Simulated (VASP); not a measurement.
Level of theory: PBEsol GGA, VASP's PBE PAW potentials (set 64) (plane waves; VASP 6.6.1).

A VASP calculation is set up with these files.

### KPOINTS
```
Automatic
0
gamma
 4 6 1
```

### POSCAR
```
BeS(110) slab
1
    4.8403172725    -0.0000000000    -0.0000000000
   -0.0000000000     3.4226211423     0.0000000000
    0.0000000000     0.0000000000    25.1764381882
Be S
6 6
Direct
  0.0000000000   0.0000000000   0.6699320000
  0.5000000000   0.5000000000   0.6019590000
  0.0000000000   0.0000000000   0.5339860000
  0.5000000000   0.5000000000   0.4660140000
  0.0000000000   0.0000000000   0.3980410000
  0.5000000000   0.5000000000   0.3300680000
  0.2500000000   0.0000000000   0.6019590000
  0.7500000000   0.5000000000   0.6699320000
  0.2500000000   0.0000000000   0.4660140000
  0.7500000000   0.5000000000   0.5339860000
  0.2500000000   0.0000000000   0.3300680000
  0.7500000000   0.5000000000   0.3980410000
```

**INCAR**
```
ALGO = Normal
DIPOL = 0.5 0.5 0.5
EDIFF = 1E-5
EDIFFG = -0.03
ENCUT = 400
GGA = PS
IBRION = 2
IDIPOL = 3
ISIF = 2
ISMEAR = 0
LASPH = .TRUE.
LCHARG = .FALSE.
LDIPOL = .TRUE.
LREAL = .FALSE.
LWAVE = .TRUE.
NELM = 100
NELMIN = 4
NSW = 50
PREC = Normal
SIGMA = 0.05
SYSTEM = BeS(110) slab
```

POTCAR, in this order: Be S (PBE.64 set). Program: vasp_std.

Output of the run:

File OUTCAR:
```
 ion  position               nearest neighbor table
   1  0.000  0.000  0.670-   8 2.10   8 2.10   7 2.10
   2  0.500  0.500  0.602-   7 2.10   7 2.10  10 2.10   8 2.10
   3  0.000  0.000  0.534-   9 2.10  10 2.10  10 2.10   7 2.10
   4  0.500  0.500  0.466-  10 2.10   9 2.10   9 2.10  12 2.10
   5  0.000  0.000  0.398-  12 2.10  12 2.10   9 2.10  11 2.10
   6  0.500  0.500  0.330-  11 2.10  11 2.10  12 2.10
   7  0.250  0.000  0.602-   2 2.10   2 2.10   3 2.10   1 2.10
   8  0.750  0.500  0.670-   1 2.10   1 2.10   2 2.10
   9  0.250  0.000  0.466-   3 2.10   4 2.10   4 2.10   5 2.10
  10  0.750  0.500  0.534-   4 2.10   3 2.10   3 2.10   2 2.10
  11  0.250  0.000  0.330-   6 2.10   6 2.10   5 2.10
  12  0.750  0.500  0.398-   5 2.10   5 2.10   6 2.10   4 2.10
  LATTYP: Found a simple orthorhombic cell.
 ALAT       =     3.4226211423
 B/A-ratio  =     1.4142135724
 C/A-ratio  =     7.3558939601
 Subroutine PRICEL returns:
 Original cell was already a primitive cell.
 Subroutine GETGRP returns: Found  4 space group operations
The static configuration has the point symmetry C_1h.
 The point group associated with its full space group is C_2v.
The dynamic configuration has the point symmetry C_1h.
 Subroutine INISYM returns: Found  4 space group operations
 Subroutine IBZKPT returns following result:
 Found     12 irreducible k-points:

 Following reciprocal coordinates:
            Coordinates               Weight
  0.000000  0.000000  0.000000      1.000000
  0.250000  0.000000  0.000000      2.000000
  0.500000  0.000000  0.000000      1.000000
  0.000000  0.166667  0.000000      2.000000
  0.250000  0.166667  0.000000      4.000000
  0.500000  0.166667  0.000000      2.000000
  0.000000  0.333333  0.000000      2.000000
  0.250000  0.333333  0.000000      4.000000
  0.500000  0.333333  0.000000      2.000000
  0.000000  0.500000  0.000000      1.000000
  0.250000  0.500000  0.000000      2.000000
...
```

File OSZICAR:
```
...
DAV:   4    -0.617368032764E+02    0.13063E-03   -0.37216E-03   928   0.284E-01    0.413E-01
DAV:   5    -0.617374135717E+02   -0.61030E-03   -0.20519E-03   921   0.217E-01    0.938E-02
DAV:   6    -0.617375620974E+02   -0.14853E-03   -0.48933E-04  1040   0.103E-01    0.914E-02
DAV:   7    -0.617375509503E+02    0.11147E-04   -0.80353E-05   898   0.387E-02    0.529E-02
DAV:   8    -0.617375649810E+02   -0.14031E-04   -0.33404E-05   840   0.248E-02    0.229E-02
DAV:   9    -0.617375836480E+02   -0.18667E-04   -0.11814E-05   618   0.165E-02    0.690E-03
DAV:  10    -0.617375974996E+02   -0.13852E-04   -0.77599E-06   625   0.117E-02    0.609E-03
DAV:  11    -0.617376063551E+02   -0.88555E-05   -0.19680E-06   610   0.685E-03
   5 F= -.61737606E+02 E0= -.61737606E+02  d E =-.274465E+00
       N       E                     dE             d eps       ncg     rms          rms(c)
DAV:   1    -0.617579811100E+02   -0.20384E-01   -0.23460E+00   744   0.667E+00    0.114E+00
DAV:   2    -0.617702683663E+02   -0.12287E-01   -0.13997E-01   928   0.184E+00    0.394E-01
DAV:   3    -0.617698982920E+02    0.37007E-03   -0.29248E-03   968   0.333E-01    0.304E-01
DAV:   4    -0.617697988137E+02    0.99478E-04   -0.13697E-03   928   0.193E-01    0.161E-01
DAV:   5    -0.617699052043E+02   -0.10639E-03   -0.42913E-04   936   0.103E-01    0.477E-02
DAV:   6    -0.617699176615E+02   -0.12457E-04   -0.17984E-05   640   0.256E-02    0.318E-02
DAV:   7    -0.617699182016E+02   -0.54016E-06   -0.16118E-05   624   0.189E-02
   6 F= -.61769918E+02 E0= -.61769918E+02  d E =-.323118E-01
       N       E                     dE             d eps       ncg     rms          rms(c)
DAV:   1    -0.617710350379E+02   -0.11174E-02   -0.41971E-01   744   0.283E+00    0.465E-01
DAV:   2    -0.617732524775E+02   -0.22174E-02   -0.25264E-02   928   0.782E-01    0.165E-01
DAV:   3    -0.617731807161E+02    0.71761E-04   -0.52139E-04   984   0.141E-01    0.127E-01
DAV:   4    -0.617731612214E+02    0.19495E-04   -0.24798E-04   928   0.823E-02    0.672E-02
DAV:   5    -0.617731811524E+02   -0.19931E-04   -0.79622E-05   905   0.447E-02    0.201E-02
DAV:   6    -0.617731845082E+02   -0.33558E-05   -0.36950E-06   624   0.118E-02
   7 F= -.61773185E+02 E0= -.61773185E+02  d E =-.355782E-01
       N       E                     dE             d eps       ncg     rms          rms(c)
DAV:   1    -0.617857318126E+02   -0.12551E-01   -0.49001E-01   744   0.331E+00    0.487E-01
DAV:   2    -0.617872267865E+02   -0.14950E-02   -0.20865E-02   920   0.729E-01    0.149E-01
DAV:   3    -0.617871787891E+02    0.47997E-04   -0.81324E-04   961   0.160E-01    0.112E-01
DAV:   4    -0.617871811975E+02   -0.24084E-05   -0.19495E-04   992   0.653E-02    0.633E-02
DAV:   5    -0.617872123330E+02   -0.31136E-04   -0.57340E-05   912   0.384E-02    0.134E-02
DAV:   6    -0.617872200090E+02   -0.76760E-05   -0.10551E-05   624   0.172E-02
   8 F= -.61787220E+02 E0= -.61787220E+02  d E =-.140355E-01
       N       E                     dE             d eps       ncg     rms          rms(c)
DAV:   1    -0.617894167429E+02   -0.22044E-02   -0.26676E-01   758   0.245E+00    0.369E-01
DAV:   2    -0.617902368341E+02   -0.82009E-03   -0.11435E-02   920   0.538E-01    0.107E-01
DAV:   3    -0.617902142882E+02    0.22546E-04   -0.45101E-04   954   0.119E-01    0.800E-02
DAV:   4    -0.617902187080E+02   -0.44198E-05   -0.10461E-04   952   0.478E-02    0.458E-02
DAV:   5    -0.617902378973E+02   -0.19189E-04   -0.26698E-05   697   0.281E-02    0.958E-03
DAV:   6    -0.617902440464E+02   -0.61491E-05   -0.10401E-05   624   0.164E-02
   9 F= -.61790244E+02 E0= -.61790244E+02  d E =-.170595E-01
       N       E                     dE             d eps       ncg     rms          rms(c)
DAV:   1    -0.617895273532E+02    0.71054E-03   -0.10623E+00   758   0.449E+00    0.755E-01
DAV:   2    -0.617956141366E+02   -0.60868E-02   -0.71123E-02   920   0.130E+00    0.283E-01
DAV:   3    -0.617953160083E+02    0.29813E-03   -0.11949E-03   936   0.218E-01    0.210E-01
DAV:   4    -0.617951359212E+02    0.18009E-03   -0.88329E-04   912   0.142E-01    0.106E-01
DAV:   5    -0.617951564423E+02   -0.20521E-04   -0.21425E-04   905   0.713E-02    0.349E-02
DAV:   6    -0.617951627723E+02   -0.63300E-05   -0.18498E-05   648   0.223E-02
  10 F= -.61795163E+02 E0= -.61795163E+02  d E =-.491873E-02
       N       E                     dE             d eps       ncg     rms          rms(c)
DAV:   1    -0.617951686393E+02   -0.12197E-04   -0.47992E-03   765   0.301E-01    0.481E-02
DAV:   2    -0.617951939364E+02   -0.25297E-04   -0.26964E-04   912   0.834E-02    0.197E-02
DAV:   3    -0.617951949046E+02   -0.96819E-06   -0.49547E-06   610   0.147E-02    0.142E-02
DAV:   4    -0.617951998245E+02   -0.49199E-05   -0.70091E-06   596   0.135E-02
  11 F= -.61795200E+02 E0= -.61795200E+02  d E =-.495578E-02
       N       E                     dE             d eps       ncg     rms          rms(c)
DAV:   1    -0.617950727034E+02    0.12220E-03   -0.48804E-01   744   0.293E+00    0.486E-01
DAV:   2    -0.617975396767E+02   -0.24670E-02   -0.29584E-02   920   0.835E-01    0.187E-01
DAV:   3    -0.617973762208E+02    0.16346E-03   -0.55207E-04   960   0.153E-01    0.140E-01
DAV:   4    -0.617972886248E+02    0.87596E-04   -0.45279E-04   920   0.115E-01    0.737E-02
DAV:   5    -0.617973060941E+02   -0.17469E-04   -0.15545E-04   898   0.600E-02    0.271E-02
DAV:   6    -0.617973068948E+02   -0.80065E-06   -0.38055E-06   617   0.111E-02
  12 F= -.61797307E+02 E0= -.61797307E+02  d E =-.210707E-02
       N       E                     dE             d eps       ncg     rms          rms(c)
DAV:   1    -0.617972676332E+02    0.38461E-04   -0.16078E-02   744   0.534E-01    0.795E-02
DAV:   2    -0.617973551048E+02   -0.87472E-04   -0.10186E-03   920   0.153E-01    0.369E-02
DAV:   3    -0.617973507886E+02    0.43162E-05   -0.15591E-05   617   0.279E-02    0.275E-02
DAV:   4    -0.617973488157E+02    0.19729E-05   -0.25416E-05   736   0.283E-02
  13 F= -.61797349E+02 E0= -.61797349E+02  d E =-.214899E-02
       N       E                     dE             d eps       ncg     rms          rms(c)
DAV:   1    -0.617980356501E+02   -0.68486E-03   -0.17839E-01   744   0.183E+00    0.267E-01
DAV:   2    -0.617989052131E+02   -0.86956E-03   -0.10957E-02   944   0.495E-01    0.119E-01
DAV:   3    -0.617988700773E+02    0.35136E-04   -0.27211E-04   928   0.965E-02    0.800E-02
DAV:   4    -0.617988480352E+02    0.22042E-04   -0.60803E-05   912   0.369E-02    0.555E-02
DAV:   5    -0.617988452099E+02    0.28253E-05   -0.35032E-05   723   0.272E-02
  14 F= -.61798845E+02 E0= -.61798845E+02  d E =-.149639E-02
       N       E                     dE             d eps       ncg     rms          rms(c)
DAV:   1    -0.617988268242E+02    0.21211E-04   -0.44002E-02   744   0.912E-01    0.140E-01
DAV:   2    -0.617990397521E+02   -0.21293E-03   -0.27661E-03   992   0.247E-01    0.551E-02
DAV:   3    -0.617990296947E+02    0.10057E-04   -0.64296E-05   905   0.458E-02    0.369E-02
DAV:   4    -0.617990258361E+02    0.38586E-05   -0.15551E-05   624   0.189E-02
  15 F= -.61799026E+02 E0= -.61799026E+02  d E =-.167702E-02
       N       E                     dE             d eps       ncg     rms          rms(c)
DAV:   1    -0.617990057869E+02    0.23908E-04   -0.12444E-01   744   0.147E+00    0.223E-01
DAV:   2    -0.617996332969E+02   -0.62751E-03   -0.73765E-03   944   0.408E-01    0.939E-02
DAV:   3    -0.617996063972E+02    0.26900E-04   -0.13044E-04   953   0.686E-02    0.676E-02
DAV:   4    -0.617995926279E+02    0.13769E-04   -0.58890E-05   880   0.371E-02    0.415E-02
DAV:   5    -0.617995949377E+02   -0.23098E-05   -0.17531E-05   633   0.204E-02
  16 F= -.61799595E+02 E0= -.61799595E+02  d E =-.569102E-03
```

### OUTCAR
```
------------------------ aborting loop because EDIFF is reached ----------------------------------------
  FORCE on cell =-STRESS in cart. coord.  units (eV):
  Direction    XX          YY          ZZ          XY          YZ          ZX
  --------------------------------------------------------------------------------------
  Total       -0.5349558     -1.2873181     -0.2166568      0.0000000      0.0000000      0.0000000
  in kB       -2.0549511     -4.9450367     -0.8322542      0.0000000      0.0000000      0.0000000
  external PRESSURE =      -2.6107474 kB  Pullay stress =       0.0000000 kB
  volume of cell :      417.09
      direct lattice vectors                 reciprocal lattice vectors
     4.840317273  0.000000000  0.000000000     0.206598027  0.000000000  0.000000000
     0.000000000  3.422621142  0.000000000     0.000000000  0.292173734  0.000000000
     0.000000000  0.000000000 25.176438188     0.000000000  0.000000000  0.039719677
 POSITION                                       TOTAL-FORCE (eV/Angst)
 -----------------------------------------------------------------------------------
      4.57268      0.00000     16.48011         0.002052      0.000000     -0.007795
      2.49363      1.71131     15.22603        -0.010106      0.000000      0.000745
      0.06775      0.00000     13.42188        -0.014449      0.000000      0.016168
      2.48791      1.71131     11.75456        -0.014449      0.000000     -0.016168
      0.07347      0.00000      9.95040        -0.010106      0.000000     -0.000745
      2.15252      1.71131      8.69633         0.002052      0.000000      0.007795
      1.27851      0.00000     15.15423         0.011230      0.000000     -0.004201
      3.63073      1.71131     16.97764         0.012077      0.000000     -0.014011
      1.26756      0.00000     11.71394        -0.000804      0.000000     -0.004568
      3.68772      1.71131     13.46249        -0.000804      0.000000      0.004568
      1.21057      0.00000      8.19880         0.012077      0.000000      0.014011
      3.69867      1.71131     10.02221         0.011230      0.000000      0.004201
 -----------------------------------------------------------------------------------
    total drift:                                0.000065      0.000000      0.000004
  FREE ENERGIE OF THE ION-ELECTRON SYSTEM (eV)
  ---------------------------------------------------
  free  energy   TOTEN  =       -61.7995949377 eV

  energy  without entropy=      -61.7995949377  energy(sigma->0) =      -61.79959494

 reached required accuracy - stopping structural energy minimisation
```
(Selected blocks of OUTCAR.)

### CONTCAR
```
BeS(110) slab
   1.00000000000000
     4.8403172725000001    0.0000000000000000    0.0000000000000000
     0.0000000000000000    3.4226211423000001    0.0000000000000000
     0.0000000000000000    0.0000000000000000   25.1764381881999988
  Be              S
     6     6
Direct
     0.9447072685180042    0.0000000000000000    0.6545846848645662
     0.5151784205724800    0.5000000000000000    0.6047731872872550
     0.0139974660696231    0.0000000000000000    0.5331126451010358
     0.5139974660696234    0.5000000000000000    0.4668873548989641
     0.0151784205724797    0.0000000000000000    0.3952268127127448
     0.4447072685180043    0.5000000000000000    0.3454153151354337
     0.2641380883666678    0.0000000000000000    0.6019210952661491
     0.7501023729813184    0.5000000000000000    0.6743465050545666
     0.2618763834919064    0.0000000000000000    0.4652741141721832
     0.7618763834919065    0.5000000000000000    0.5347258858278171
     0.2501023729813186    0.0000000000000000    0.3256534949454335
     0.7641380883666677    0.5000000000000000    0.3980789047338509
```

### OUTCAR
```
 val. band max:       -2.1389252038   @ k =   0.0000   0.0000   0.0000

 cond. band min:       0.5888643243   @ k =   0.0000   0.5000   0.0000


 Fermi energy:        -1.8736765983

 k-point     1 :       0.0000    0.0000    0.0000
  band No.  band energies     occupation
      1     -15.6433      2.00000
      2     -15.1171      2.00000
      3     -14.3168      2.00000
      4     -13.7466      2.00000
      5     -13.5103      2.00000
      6     -13.4820      2.00000
      7      -7.0342      2.00000
      8      -6.5186      2.00000
      9      -6.2953      2.00000
     10      -6.2684      2.00000
     11      -5.3394      2.00000
     12      -5.0841      2.00000
     13      -4.8799      2.00000
     14      -4.6195      2.00000
     15      -4.3144      2.00000
     16      -4.2154      2.00000
     17      -3.5498      2.00000
     18      -3.5313      2.00000
     19      -3.2128      2.00000
     20      -2.8740      2.00000
     21      -2.5251      2.00000
     22      -2.3951      2.00000
     23      -2.3078      2.00000
     24      -2.1389      2.00000
     25       1.1442      0.00000
     26       2.0897      0.00000
     27       2.6704      0.00000
     28       2.6716      0.00000
     29       3.2161      0.00000
     30       3.5641      0.00000
     31       3.6731      0.00000

 k-point     2 :       0.2500    0.0000    0.0000
  band No.  band energies     occupation
      1     -15.4142      2.00000
      2     -14.9339      2.00000
      3     -14.2636      2.00000
      4     -14.0158      2.00000
      5     -13.6808      2.00000
      6     -13.6766      2.00000
      7      -7.2898      2.00000
      8      -7.0979      2.00000
      9      -6.6188      2.00000
     10      -5.9366      2.00000
     11      -5.1348      2.00000
     12      -4.8040      2.00000
     13      -4.3576      2.00000
     14      -4.2085      2.00000
     15      -4.1398      2.00000
     16      -3.9961      2.00000
     17      -3.4350      2.00000
...
```

The cell is a thin slab with vacuum, built from BeS (zinc blende): (110) face.
